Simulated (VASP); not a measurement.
Energy against volume of CdS (wurtzite). Level of theory: r2SCAN meta-GGA, VASP's PBE PAW potentials (set 64) (plane waves; VASP). Settings: 520 eV cut-off, 6×6×4 Γ-centred mesh, Gaussian smearing of 0.050 eV, potentials Cd S.

Shape and ions are relaxed at each volume.

```
V (Å³/atom)  E (eV/atom)
-----------  -----------
24.762         -14.84064
25.528         -14.84534
26.293         -14.84137
27.059         -14.83003
```

Question: Fit these four points and predict the energy of the run at 23.996 Å³/atom.

Answer: A cubic in V^(−2/3), the third-order Birch-Murnaghan form, passes through the four points with V0 = 25.54 Å³/atom and B0 = 60 GPa, and gives -14.8257 eV/atom there. The run gave -14.8257 eV/atom, -0.0 meV/atom from the fit; all five points give B0 = 60 GPa.

The compound is CdS in the wurtzite structure. It was relaxed first.
